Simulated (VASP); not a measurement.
Consider the following.

```xyz
4
Lattice="4.5703 0.0000 0.0000 -2.2851 3.9580 0.0000 0.0000 0.0000 7.3871" Properties=species:S:1:pos:R:3 pbc="T T T"
Mg     0.0000     2.6387     0.0242
Mg     2.2851     1.3193     3.7178
Te     0.0000     2.6387     2.8198
Te     2.2851     1.3193     6.5134
```

Method: PBEsol GGA, VASP's PBE PAW potentials (set 64) (plane waves; VASP). Settings: 400 eV cut-off, 6×6×4 Γ-centred mesh, tetrahedra with Blöchl corrections, potentials Mg Te.

Unless said otherwise, spin-orbit coupling is left out, though it shifts the bands of the heavy elements here.

Q: Estimate the energy per atom (σ→0), band gap (on the k-mesh) with the smallest direct gap where there is one.

A: 
| Quantity | Value |
|---|---|
| band gap (on the k-mesh) | 2.36 eV |
| smallest direct gap (on the k-mesh) | 2.36 eV |
| energy per atom (σ→0) | -3.448 eV/atom |

The absolute energy has meaning only against runs of the same code, potentials and settings.

The structure comes from a measured MgTe entry (P6_3mc) of the Crystallography Open Database, whose conditions weren't checked. It was relaxed first.
